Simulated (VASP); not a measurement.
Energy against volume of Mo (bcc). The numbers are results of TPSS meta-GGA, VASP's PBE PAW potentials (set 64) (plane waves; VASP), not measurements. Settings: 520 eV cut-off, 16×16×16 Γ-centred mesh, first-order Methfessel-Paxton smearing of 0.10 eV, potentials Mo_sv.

| V (Å³/atom) | E (eV/atom) |
|---|---|
| 14.739 | -19.57619 |
| 15.210 | -19.61620 |
| 15.680 | -19.62780 |
| 16.150 | -19.61519 |

Fit these four points and predict the energy of the run at 16.621 Å³/atom.

A cubic in V^(−2/3), the third-order Birch-Murnaghan form, passes through the four points with V0 = 15.66 Å³/atom and B0 = 276 GPa, and gives -19.5818 eV/atom there. The run gave -19.5819 eV/atom, -0.1 meV/atom from the fit; all five points give B0 = 276 GPa.

The compound is Mo in the bcc structure. It was relaxed first.
